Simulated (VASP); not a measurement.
Data:

```xyz
4
Lattice="2.1787 -3.7735 0.0000 2.1787 3.7735 0.0000 0.0000 0.0000 7.0852" Properties=species:S:1:pos:R:3 pbc="T T T"
Mg     2.1787    -1.2578     3.5404
Mg     2.1787     1.2578     7.0830
Te     2.1787    -1.2578     6.2088
Te     2.1787     1.2578     2.6662
```

Level of theory: LDA (Ceperley-Alder, Perdew-Zunger), VASP's LDA PAW potentials (set 64) (plane waves; VASP 6.6.1). Numerical set-up: 500 eV cut-off, 6×6×3 Γ-centred mesh, Gaussian smearing of 0.050 eV, potentials Mg Te.

Predict the energy per atom (σ→0), pressure.

```
Item                            Value
---------------------  --------------
energy per atom (σ→0)  -3.609 eV/atom
pressure                     5.01 GPa
```

Only differences to runs with the same potentials and settings are physical.

The compound is MgTe in the wurtzite structure. It was relaxed first under an external pressure of 5 GPa.
